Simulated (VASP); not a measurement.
# Be4TeSe3 (R3m) in VASP: a series of runs

One crystal, Be4TeSe3, is run at these levels: PBE; tasks: relaxation of cell and atoms.

All numbers are computed with VASP 6.6.1; they aren't measurements. Logs are shortened: lines on timing, memory, paths and dates and some standing lists are left out, and cuts for length are marked.

**1. The structure**

The structure is trigonal, space group R3m (No. 160). The conventional cell has a = 3.772 Å, b = 3.772 Å, c = 36.660 Å, α = 90.00°, β = 90.00°, γ = 120.00°. Around Be (site symmetry 3m) lie 3 Se at 2.29 Å and 1 Te at 2.45 Å. Around Be (site symmetry 3m) lie 4 Se at 2.25 to 2.29 Å. Around Be (site symmetry 3m) lie 1 Se at 2.23 Å and 3 Te at 2.37 Å. Around Be (site symmetry 3m) lie 4 Se at 2.24 to 2.29 Å. Te (site symmetry 3m) has 4 Be at 2.37 to 2.45 Å as nearest neighbours. Se (site symmetry 3m) is surrounded by 4 Be at 2.25 to 2.29 Å. Se (site symmetry 3m) has 4 Be at 2.23 to 2.29 Å as nearest neighbours. Around Se (site symmetry 3m) lie 4 Be at 2.24 to 2.29 Å.

The cell was built by a generator and needn't be a form met in nature.

**2. Relaxation of cell and atoms, PBE**

INCAR

```
SYSTEM = Be4TeSe3
PREC = Accurate ; ENCUT = 520
EDIFF = 1E-6 ; ISMEAR = 0
SIGMA = 0.03 ; LREAL = .FALSE.
LASPH = .TRUE. ; NELM = 120
ALGO = Normal ; ISIF = 3
LWAVE = .FALSE. ; LCHARG = .FALSE.
GGA = PE ; IBRION = 2
NSW = 90 ; EDIFFG = -0.01
KPAR = 4
```

KPOINTS

```
Automatic mesh
0
G
  8 8 8
  0 0 0
```

POSCAR

```
Be4TeSe3
1.0
    1.8858597500      1.0888016300     12.2200000000
   -1.8858597500      1.0888016300     12.2200000000
    0.0000000000     -2.1776032600     12.2200000000
Be Te Se
4 1 3
Direct
    0.0671304600      0.0671304600      0.0671304600
    0.8141571900      0.8141571900      0.8141571900
    0.3083470500      0.3083470500      0.3083470500
    0.5615112600      0.5615112600      0.5615112600
    0.0002455700      0.0002455700      0.0002455700
    0.7528642300      0.7528642300      0.7528642300
    0.2475178100      0.2475178100      0.2475178100
    0.5003274100      0.5003274100      0.5003274100
```

Potentials or basis: VASP PAW PBE potentials, release 64 (Be, Te, Se).

Run with:

```
$ cat potpaw_PBE.64/Be/POTCAR potpaw_PBE.64/Te/POTCAR potpaw_PBE.64/Se/POTCAR > POTCAR
$ mpirun -np 4 vasp_std > vasp.out
```

OUTCAR:

```text
SYSTEM = Be4TeSe3
   PREC = Accurate
   ENCUT = 520
   EDIFF = 1E-6
   ISMEAR = 0
   LREAL = .FALSE.
   LASPH = .TRUE.
   NELM = 120
   ISIF = 3
   GGA = PE
   IBRION = 2
   NSW = 90
   EDIFFG = -0.01

 ion  position               nearest neighbor table
   1  0.067  0.067  0.067-   6 2.29   6 2.29   6 2.29   5 2.45
   2  0.814  0.814  0.814-   6 2.25   8 2.29   8 2.29   8 2.29
   3  0.308  0.308  0.308-   7 2.23   5 2.37   5 2.37   5 2.37
   4  0.562  0.562  0.562-   8 2.24   7 2.29   7 2.29   7 2.29
   5  0.000  0.000  0.000-   3 2.37   3 2.37   3 2.37   1 2.45
   6  0.753  0.753  0.753-   2 2.25   1 2.29   1 2.29   1 2.29
   7  0.248  0.248  0.248-   3 2.23   4 2.29   4 2.29   4 2.29
   8  0.500  0.500  0.500-   4 2.24   2 2.29   2 2.29   2 2.29

  LATTYP: Found a trigonal (rhomboedric) cell.
 ALAT       =    12.4125080458
 COS(alpha) =     0.9538332088

  Lattice vectors:

 A1 = (   1.8858597500,   1.0888016300,  12.2200000000)
 A2 = (  -1.8858597500,   1.0888016300,  12.2200000000)
 A3 = (   0.0000000000,  -2.1776032600,  12.2200000000)

Analysis of symmetry for initial positions (statically):
=====================================================================
 Subroutine PRICEL returns:
 Original cell was already a primitive cell.

 Routine SETGRP: Setting up the symmetry group for a
 trigonal (rhombohedral) supercell.

 Subroutine GETGRP returns: Found  6 space group operations
 (whereof  6 operations were pure point group operations)
 out of a pool of 12 trial point group operations.

The static configuration has the point symmetry C_3v.

Analysis of symmetry for dynamics (positions and initial velocities):
=====================================================================
 Subroutine PRICEL returns:
 Original cell was already a primitive cell.

 Routine SETGRP: Setting up the symmetry group for a
 trigonal (rhombohedral) supercell.

 Subroutine GETGRP returns: Found  6 space group operations
 (whereof  6 operations were pure point group operations)
 out of a pool of 12 trial point group operations.

The dynamic configuration has the point symmetry C_3v.

 Subroutine INISYM returns: Found  6 space group operations
 (whereof  6 operations are pure point group operations),
 and found     1 'primitive' translations

----------------------------------------------------------------------------------------

                                     Primitive cell

  volume of cell :     150.5499

  direct lattice vectors                    reciprocal lattice vectors
     1.885859750  1.088801630 12.220000000     0.265131063  0.153073491  0.027277687
    -1.885859750  1.088801630 12.220000000    -0.265131063  0.153073491  0.027277687
     0.000000000 -2.177603260 12.220000000     0.000000000 -0.306146982  0.027277687

  length of vectors
    12.412508046 12.412508046 12.412508045     0.307359800  0.307359800  0.307359800

  position of ions in fractional coordinates (direct lattice)
     0.067130460  0.067130460  0.067130460
     0.814157190  0.814157190  0.814157190
     0.308347050  0.308347050  0.308347050
     0.561511260  0.561511260  0.561511260
     0.000245570  0.000245570  0.000245570
     0.752864230  0.752864230  0.752864230
     0.247517810  0.247517810  0.247517810
     0.500327410  0.500327410  0.500327410

  ion indices of the primitive-cell ions
   primitive index   ion index
                 1           1
                 2           2
                 3           3
                 4           4
                 5           5
                 6           6
                 7           7
                 8           8

----------------------------------------------------------------------------------------

 KPOINTS: Automatic mesh

Automatic generation of k-mesh.
 Grid dimensions read from file:
 generate k-points for:    8    8    8

 Generating k-lattice:

  Cartesian coordinates                     Fractional coordinates (reciprocal lattice)
     0.033141383  0.019134186  0.003409711     0.125000000 -0.000000000  0.000000000
    -0.033141383  0.019134186  0.003409711    -0.000000000  0.125000000  0.000000000
     0.000000000 -0.038268373  0.003409711     0.000000000  0.000000000  0.125000000

  Length of vectors
     0.038419975  0.038419975  0.038419975

  Shift w.r.t. Gamma in fractional coordinates (k-lattice)
     0.000000000  0.000000000  0.000000000

 Subroutine IBZKPT returns following result:
 ===========================================

 Found     65 irreducible k-points:

 Following reciprocal coordinates:
            Coordinates               Weight
  0.000000  0.000000  0.000000      1.000000
  0.125000  0.000000 -0.000000      6.000000
  0.250000  0.000000 -0.000000      6.000000
  0.375000  0.000000  0.000000      6.000000
  0.500000  0.000000 -0.000000      3.000000
  0.125000  0.125000 -0.000000      6.000000
[... 16 lines left out ...]
  0.250000  0.125000  0.125000      6.000000
  0.375000  0.125000  0.125000      6.000000
 [... further k-points ...]
   k-points           NKPTS =     65   k-points in BZ     NKDIM =     65   number of bands    NBANDS=     21
   number of dos      NEDOS =    301   number of ions     NIONS =      8
   total plane-waves  NPLWV = 884736
   dimension x,y,z NGX =    96 NGY =   96 NGZ =   96
   dimension x,y,z NGXF=   192 NGYF=  192 NGZF=  192
   ions per type =               4   1   3
   NGX,Y,Z   is equivalent  to a cutoff of  12.86, 12.86, 12.86 a.u.
   NGXF,Y,Z  is equivalent  to a cutoff of  25.72, 25.72, 25.72 a.u.
 SYSTEM =  Be4TeSe3
   PREC   = accura    normal or accurate (medium, high low for compatibility)
   ISTART =      0    job   : 0-new  1-cont  2-samecut
   ICHARG =      2    charge: 1-file 2-atom 10-const
   ISPIN  =      1    spin polarized calculation?
   LNONCOLLINEAR =      F non collinear calculations
   LSORBIT =      F    spin-orbit coupling
   LASPH  =      T    aspherical Exc in radial PAW
   ENCUT  =  520.0 eV  38.22 Ry    6.18 a.u.  23.08 23.08 23.08*2*pi/ulx,y,z
   NELM   =    120;   NELMIN=  2; NELMDL= -5     # of ELM steps
   EDIFF  = 0.1E-05   stopping-criterion for ELM
   LREAL  =      F    real-space projection
   EDIFFG = -.1E-01   stopping-criterion for IOM
   NSW    =     90    number of steps for IOM
   IBRION =      2    ionic relax: 0-MD 1-quasi-New 2-CG
   NFREE  =      1    steps in history (QN), initial steepest desc. (CG)
   ISIF   =      3    stress and relaxation
   ISYM   =      2    0-nonsym 1-usesym 2-fastsym
   POTIM  = 0.5000    time-step for ionic-motion
   TEBEG  =    0.0;   TEEND  =   0.0 temperature during run
   PSTRESS=    0.0 pullay stress
   NELECT =      32.0000    total number of electrons
   NUPDOWN=      -1.0000    fix difference up-down
   EMIN   =  10.00;   EMAX   =-10.00  energy-range for DOS
   EFERMI =   0.00;   METHOD = LEGACY
   ISMEAR =     0;   SIGMA  =   0.03  broadening in eV -4-tet -1-fermi 0-gaus
   EFERMI_NEDOS =   21; number of points for ismear=-14 and -15
   IALGO  =     38    algorithm
   IMIX   =      4    mixing-type and parameters
     AMIX     =   0.40;   BMIX     =  1.00
     AMIX_MAG =   1.60;   BMIX_MAG =  1.00
  volume/ion in A,a.u.               =      18.82       127.00
  Fermi-wavevector in a.u.,A,eV,Ry     =   0.977008  1.846277 12.987358  0.954544
  Thomas-Fermi vector in A             =   2.107671
   LORBIT       =      0    0 simple, 1 ext, 2 COOP (PROOUT), +10 PAW based schemes
   GGA     = PE    functional components
   LHFCALC =     F    Hartree Fock is set to
   AEXX    =    0.0000 exact exchange contribution
   IVDW    =     0    specifies the selected vdW correction
   LEPSILON=     F    determine dielectric tensor
   LRPA    =     F    only Hartree local field effects (RPA)
 conjugate gradient relaxation of ions
 non-spin polarized calculation
 Gauss-broadening in eV      SIGMA  =   0.03
  energy-cutoff  :      520.00
  volume of cell :      150.55
 maximum number of plane-waves:      4081
 NGX is ok and might be reduce to    96
   NGX = 47   NGY = 47   NGZ = 47

--------------------------------------- Ionic step        1  -------------------------------------------

 number of electron      32.0000000 magnetization

 Free energy of the ion-electron system (eV)
  ---------------------------------------------------
  ext. energy  EPLUGINS =         0.00000000
  ---------------------------------------------------
  free energy    TOTEN  =       -33.93354121 eV

  energy without entropy =      -33.93354121  energy(sigma->0) =      -33.93354121

------------------------ aborting loop because EDIFF is reached ----------------------------------------

  FORCE on cell =-STRESS in cart. coord.  units (eV):
  Direction    XX          YY          ZZ          XY          YZ          ZX
  --------------------------------------------------------------------------------------
  -------------------------------------------------------------------------------------
  Total       -0.5711602     -0.5711602      0.1739204      0.0000000      0.0000000      0.0000000
  in kB       -6.0783806     -6.0783805      1.8508894      0.0000000      0.0000000      0.0000000
  external PRESSURE =      -3.4352906 kB  Pullay stress =       0.0000000 kB
[... 237 lines left out ...]
  energy  without entropy=      -33.9364212378  energy(sigma->0) =      -33.93642124

--------------------------------------- Ionic step        7  -------------------------------------------

 number of electron      32.0000000 magnetization

 Free energy of the ion-electron system (eV)
  ---------------------------------------------------
  ext. energy  EPLUGINS =         0.00000000
  ---------------------------------------------------
  free energy    TOTEN  =       -33.93644232 eV

  energy without entropy =      -33.93644232  energy(sigma->0) =      -33.93644232

 E-fermi :   4.6239     XC(G=0):  -9.2399

 val. band max:        4.4572893946   @ k =   0.0000   0.0000   0.0000
 cond. band min:       6.1124778083   @ k =   0.5000   0.5000  -0.0000
 fundamental gap:      1.6551884137
 Fermi energy:         4.6239345279

 k-point     1 :       0.0000    0.0000    0.0000
  band No.  band energies     occupation
      1      -9.9284      2.00000
      2      -9.5012      2.00000
      3      -9.0609      2.00000
      4      -7.6269      2.00000
      5      -1.8615      2.00000
      6       0.2560      2.00000
[... 550 lines left out ...]
      5      -1.2271      2.00000
      6      -0.6079      2.00000
[... 13 lines left out ...]
     20       8.4506      0.00000
     21       8.8372      0.00000

 [... further k-points ...]

------------------------ aborting loop because EDIFF is reached ----------------------------------------

  FORCE on cell =-STRESS in cart. coord.  units (eV):
  Direction    XX          YY          ZZ          XY          YZ          ZX
  --------------------------------------------------------------------------------------
  -------------------------------------------------------------------------------------
  Total       -0.0035630     -0.0035630      0.0017147      0.0000000     -0.0000000      0.0000000
  in kB       -0.0381177     -0.0381177      0.0183445      0.0000000     -0.0000000      0.0000000
  external PRESSURE =      -0.0192970 kB  Pullay stress =       0.0000000 kB
[... 23 lines left out ...]
  FREE ENERGIE OF THE ION-ELECTRON SYSTEM (eV)
  ---------------------------------------------------
  free  energy   TOTEN  =       -33.9364423181 eV

  energy  without entropy=      -33.9364423181  energy(sigma->0) =      -33.93644232

 reached required accuracy - stopping structural energy minimisation
```

Run time: 25 min. Hardware: 4 MPI ranks of Intel Xeon 6975P-C (Granite Rapids), shared host; peak memory 1.8 GiB.

Results:

```
Free energy                            : -33.9364 eV
Relaxed volume                         : 18.72 Å³/atom
Relaxed cell                           : a = 12.447 Å, b = 12.447 Å, c = 12.447 Å, α = 17.36°, β = 17.36°, γ = 17.36°
Space group after relaxing (to 0.05 Å) : R3m (No. 160)
Energy gained by relaxing              : 0.4 meV/atom
Ionic steps                            : 7
Pressure after relaxing                : 0.0 GPa
Largest force after relaxing           : 0.004 eV/Å
Band gap on the k mesh                 : 1.66 eV, indirect (least direct gap 2.63 eV)
```

Forces in eV/Å, atoms in the order of the input:
```
Be   0.000  0.000  0.002
Be   0.000  0.000  0.002
Be   0.000  0.000  0.002
Be   0.000  0.000 -0.002
Te   0.000  0.000 -0.003
Se   0.000  0.000  0.001
Se   0.000  0.000 -0.004
Se   0.000  0.000  0.001
```

The path:
| step | energy change (eV) | largest force (eV/Å) | pressure (GPa) | volume (Å³) |
| --- | --- | --- | --- | --- |
| 1 | 0.0000 | 0.0377 | -0.34 | 150.55 |
| 2 | -0.0024 | 0.0374 | 0.05 | 149.67 |
| 3 | -0.0025 | 0.0396 | 0.09 | 149.56 |
| 4 | -0.0028 | 0.0168 | 0.02 | 149.72 |
| 5 | -0.0029 | 0.0135 | -0.04 | 149.84 |
| 6 | -0.0029 | 0.0136 | -0.02 | 149.81 |
| 7 | -0.0029 | 0.0037 | 0.00 | 149.76 |

Final structure:
```
CELL_PARAMETERS angstrom
1.87811 1.08433 12.25649
-1.87811 1.08433 12.25649
0.00000 -2.16866 12.25649
ATOMIC_POSITIONS crystal
Be 0.06702 0.06702 0.06702
Be 0.81412 0.81412 0.81412
Be 0.30822 0.30822 0.30822
Be 0.56144 0.56144 0.56144
Te 0.00035 0.00035 0.00035
Se 0.75301 0.75301 0.75301
Se 0.24760 0.24760 0.24760
Se 0.50034 0.50034 0.50034
```

Caveat: spin-orbit coupling is left out, which moves the levels of the heavy elements.

**3. Relaxation of cell and atoms, PBE**

This run uses another cell than the first one, of 18.72 Å³/atom, 0.995 times its volume.

INCAR

```
SYSTEM = Be4TeSe3
PREC = Accurate ; ENCUT = 520
EDIFF = 1E-7 ; ISMEAR = 0
SIGMA = 0.03 ; LREAL = .FALSE.
LASPH = .TRUE. ; NELM = 120
ALGO = Normal ; ISIF = 3
LWAVE = .FALSE. ; LCHARG = .FALSE.
GGA = PE ; IBRION = 2
NSW = 60 ; EDIFFG = -0.005
POTIM = 0.3 ; KPAR = 4
```

KPOINTS is that of step 2.

POSCAR

```
Be4TeSe3                                
1.0
    1.8781119308      1.0843284246     12.2564854799
   -1.8781119308      1.0843284246     12.2564854799
    0.0000000000     -2.1686568491     12.2564854799
  Be              Te              Se            
     4     1     3
Direct
     0.0670223804956196    0.0670223804956196    0.0670223804956196
     0.8141173084184513    0.8141173084184513    0.8141173084184513
     0.3082221757228556    0.3082221757228556    0.3082221757228556
     0.5614382255253579    0.5614382255253579    0.5614382255253579
     0.0003548590953249    0.0003548590953249    0.0003548590953249
     0.7530090375063309    0.7530090375063309    0.7530090375063309
     0.2475982275440391    0.2475982275440391    0.2475982275440391
     0.5003387656920223    0.5003387656920223    0.5003387656920223
```

Potentials or basis: VASP PAW PBE potentials, release 64 (Be, Te, Se).

Run with:

```
$ cat potpaw_PBE.64/Be/POTCAR potpaw_PBE.64/Te/POTCAR potpaw_PBE.64/Se/POTCAR > POTCAR
$ mpirun -np 4 vasp_std > vasp.out
```

Wall time 9.9 min (4 MPI ranks of Intel Xeon 6975P-C (Granite Rapids), shared host); peak memory 1.7 GiB.

It converged, with:

| Quantity | Value |
| --- | --- |
| Free energy | -33.9364 eV |
| Pressure after relaxing | 0.0 GPa |
| Largest force after relaxing | 0.004 eV/Å |
| Band gap on the k mesh | 1.66 eV, indirect (least direct gap 2.63 eV) |

Forces on the atoms (eV/Å):
```
Be   0.000  0.000  0.002
Be   0.000  0.000  0.002
Be   0.000  0.000  0.001
Be   0.000  0.000 -0.002
Te   0.000  0.000 -0.003
Se   0.000  0.000  0.001
Se   0.000  0.000 -0.004
Se   0.000  0.000  0.001
```

Final structure:
```
Be Te Se
1.0
     1.87811    1.08433   12.25649
    -1.87811    1.08433   12.25649
     0.00000   -2.16866   12.25649
Be Te Se
4 1 3
Direct
  0.06702 0.06702 0.06702
  0.81412 0.81412 0.81412
  0.30822 0.30822 0.30822
  0.56144 0.56144 0.56144
  0.00035 0.00035 0.00035
  0.75301 0.75301 0.75301
  0.24760 0.24760 0.24760
  0.50034 0.50034 0.50034
```

Levels at points of the mesh, in eV from the valence-band top:
| k point | band 13 | band 14 | band 15 | band 16 | band 17 | band 18 | band 19 | band 20 |
| --- | --- | --- | --- | --- | --- | --- | --- | --- |
| (0.00, 0.00, 0.00) | -1.42 | -0.85 | 0.00 | 0.00 | 2.63 | 2.85 | 2.97 | 3.83 |
| (0.50, 0.00, 0.00) | -2.70 | -2.41 | -2.39 | -1.59 | 2.08 | 2.29 | 3.43 | 3.51 |
| (0.50, 0.50, 0.00) | -3.01 | -2.55 | -1.82 | -1.51 | 1.66 | 2.87 | 2.94 | 2.96 |
| (0.50, 0.50, 0.50) | -1.38 | -1.38 | -0.02 | -0.02 | 2.82 | 2.91 | 3.01 | 4.08 |

Caveat: the relaxation stopped at its first step, so nothing moved; spin-orbit coupling is left out, which moves the levels of the heavy elements. A k mesh can miss the band edges.
